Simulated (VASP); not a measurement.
All values below come from PBEsol GGA, VASP's PBE PAW potentials (set 64) (plane waves; VASP 6.6.1).

Input for VASP

POSCAR:
```
BeMg3Te4
1
   -0.0362332635     6.2121408548     6.2862291637
    6.2121408548    -0.0362332635     6.2862291637
    3.0879537957     3.0879537957    -0.0000000000
Mg Te Be
3 4 1
Direct
  0.9971673805   0.9971673805   0.0056652391
  0.9967500282   0.5031265229   0.0001234487
  0.5031265229   0.9967500282   0.0001234487
  0.1257516310   0.1257516310   0.2484967378
  0.1562582195   0.6146650568   0.2290767236
  0.6146650568   0.1562582195   0.2290767236
  0.6069918941   0.6069918941   0.2860162117
  0.4992892667   0.4992892667   0.0014214666
```

INCAR:
```
! general
SYSTEM   =  BeMg3Te4
PREC     =  Accurate
ENCUT    =  400
LREAL    =  .False.   ! projection in real space or not
LASPH    =  .True.   ! aspherical one-centre terms
ICHARG   =  11   ! fixed density

! electronic loop
EDIFF    =  1E-7   ! SCF stop (eV)
NELM     =  100
ALGO     =  Normal   ! blocked Davidson
LMAXMIX  =  4   ! l cut-off of mixed one-centre charges

! smearing
ISMEAR   =  0   ! Gaussian
SIGMA    =  0.05

! functional
GGA      =  PS   ! PBEsol

! output
LWAVE    =  .False.
LCHARG   =  .False.
LORBIT   =  11   ! lm-projected
```

KPOINTS:
```
k-points along high-symmetry lines
8
Line-mode
Reciprocal
  0.000000   0.000000   0.000000 ! GAMMA
 -0.500000  -0.500000   0.000000 ! Y

 -0.500000  -0.500000   0.000000 ! Y
 -0.625000  -0.375000   0.000000 ! C_0

 -0.375000   0.375000   0.000000 ! SIGMA_0
  0.000000   0.000000   0.000000 ! GAMMA

  0.000000   0.000000   0.000000 ! GAMMA
  0.500000   0.500000   0.500000 ! Z

  0.500000   0.500000   0.500000 ! Z
  0.125000   0.875000   0.500000 ! A_0

 -0.125000   0.125000   0.500000 ! E_0
  0.000000   0.000000   0.500000 ! T

  0.000000   0.000000   0.500000 ! T
 -0.500000  -0.500000   0.000000 ! Y

  0.000000   0.000000   0.000000 ! GAMMA
 -0.500000   0.000000   0.000000 ! S

 -0.500000   0.000000   0.000000 ! S
  0.000000   0.500000   0.500000 ! R

  0.000000   0.500000   0.500000 ! R
  0.500000   0.500000   0.500000 ! Z

  0.500000   0.500000   0.500000 ! Z
  0.000000   0.000000   0.500000 ! T
```

POTCAR, in this order: Mg Te Be (PBE.64 set). Program: vasp_std. Read from the step before: CHGCAR.

The run wrote:

OSZICAR:
```
       N       E                     dE             d eps       ncg     rms          rms(c)
DAV:   1     0.109684710320E+03    0.10968E+03   -0.94738E+03  3696   0.950E+02
DAV:   2    -0.176867015220E+02   -0.12737E+03   -0.12161E+03  5198   0.148E+02
DAV:   3    -0.273630715696E+02   -0.96764E+01   -0.95923E+01  4597   0.460E+01
DAV:   4    -0.276118581672E+02   -0.24879E+00   -0.24851E+00  4952   0.878E+00
DAV:   5    -0.276167862613E+02   -0.49281E-02   -0.49263E-02  4536   0.127E+00
DAV:   6    -0.276169679315E+02   -0.18167E-03   -0.18165E-03  5054   0.207E-01
DAV:   7    -0.276169737916E+02   -0.58601E-05   -0.58596E-05  4525   0.317E-02
DAV:   8    -0.276169740476E+02   -0.25597E-06   -0.25626E-06  3829   0.582E-03
DAV:   9    -0.276169740629E+02   -0.15263E-07   -0.15239E-07  3250   0.145E-03
   1 F= -.27616974E+02 E0= -.27616974E+02  d E =-.810486E-15
```

OUTCAR:
```
 val. band max:        2.6598657229   @ k =   0.0000   0.0000   0.0000

 cond. band min:       4.7299030953   @ k =   0.0000   0.0000   0.0000



 k-point     1 :       0.0000    0.0000    0.0000
  band No.  band energies     occupation
      1      -8.1999      2.00000
      2      -7.3905      2.00000
      3      -7.3866      2.00000
      4      -7.1122      2.00000
      5      -1.5241      2.00000
      6      -1.1772      2.00000
      7      -0.9140      2.00000
      8       0.8983      2.00000
      9       0.9457      2.00000
     10       1.8707      2.00000
     11       1.9573      2.00000
     12       2.0165      2.00000
     13       2.2253      2.00000
     14       2.5232      2.00000
     15       2.5418      2.00000
     16       2.6599      2.00000
     17       4.7299      0.00000
     18       4.9344      0.00000
     19       5.6139      0.00000
     20       5.7514      0.00000
     21       5.9836      0.00000

 k-point     2 :      -0.0714   -0.0714    0.0000
  band No.  band energies     occupation
      1      -8.1909      2.00000
      2      -7.3916      2.00000
      3      -7.3891      2.00000
      4      -7.1253      2.00000
      5      -1.5023      2.00000
      6      -1.1517      2.00000
      7      -0.8831      2.00000
      8       0.9072      2.00000
      9       0.9521      2.00000
     10       1.8103      2.00000
     11       1.9518      2.00000
     12       1.9566      2.00000
     13       2.2238      2.00000
     14       2.4270      2.00000
     15       2.5212      2.00000
     16       2.6376      2.00000
     17       4.8229      0.00000
     18       4.9512      0.00000
     19       5.6843      0.00000
     20       5.8256      0.00000
     21       6.0169      0.00000

 k-point     3 :      -0.1429   -0.1429    0.0000
  band No.  band energies     occupation
      1      -8.1644      2.00000
      2      -7.3971      2.00000
      3      -7.3947      2.00000
      4      -7.1621      2.00000
...
```

The density is held fixed in this step, so its total energy and stress have no physical meaning. Unless said otherwise, spin-orbit coupling is left out, though it shifts the bands of the heavy elements here.

The structure was generated: BeMg3Te4 was put into an ordered model structure (Amm2), which need not be its known phase. It was relaxed first.
